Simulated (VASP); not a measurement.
```
CELL_PARAMETERS angstrom
      0.00000     3.11583     3.11583
      3.11583     0.00000     3.11583
      3.11583     3.11583     0.00000
ATOMIC_POSITIONS crystal
  Ba 0.00000 0.00000 0.00000
  F  0.25000 0.25000 0.25000
  F  0.75000 0.75000 0.75000
```

Calculation: optB88-vdW, VASP's PBE PAW potentials (set 64) (plane waves; VASP). Run with 520 eV cut-off, Gaussian smearing of 0.050 eV, potentials Ba_sv F.

Unless said otherwise, spin-orbit coupling is left out, though it shifts the bands of the heavy elements here.

Give the energies of bands 7 to 15 at the high-symmetry points, in eV from the valence-band maximum.

```json
[
 {"band": "7", "Γ": "-1.44", "X": "-1.50", "U": "-1.26", "L": "-1.05", "W": "-1.19"},
 {"band": "8", "Γ": "-1.44", "X": "-0.34", "U": "-0.55", "L": "-1.05", "W": "-0.63"},
 {"band": "9", "Γ": "-1.44", "X": "-0.34", "U": "-0.51", "L": "-0.65", "W": "-0.35"},
 {"band": "10", "Γ": "-0.08", "X": "-0.34", "U": "-0.35", "L": "-0.35", "W": "-0.35"},
 {"band": "11", "Γ": "-0.08", "X": "-0.34", "U": "-0.18", "L": "-0.17", "W": "-0.29"},
 {"band": "12", "Γ": "-0.08", "X": "-0.12", "U": "-0.17", "L": "-0.17", "W": "-0.17"},
 {"band": "13", "Γ": "6.54", "X": "7.10", "U": "7.39", "L": "9.08", "W": "7.40"},
 {"band": "14", "Γ": "9.20", "X": "9.05", "U": "9.39", "L": "9.13", "W": "9.74"},
 {"band": "15", "Γ": "9.20", "X": "10.64", "U": "9.88", "L": "9.13", "W": "9.89"}
]
```

The gap is indirect, 6.54 eV, from the valence maximum at K-Γ at 0.43 to the conduction minimum at Γ.

Measured: gap 10.50 eV (computed value off by -3.96 eV), as given by Andrés Aguado et al., Journal of the Physical Society of Japan (1999), arXiv:cond-mat/9901145.

The compound is BaF2 in the fluorite structure. It was relaxed first.
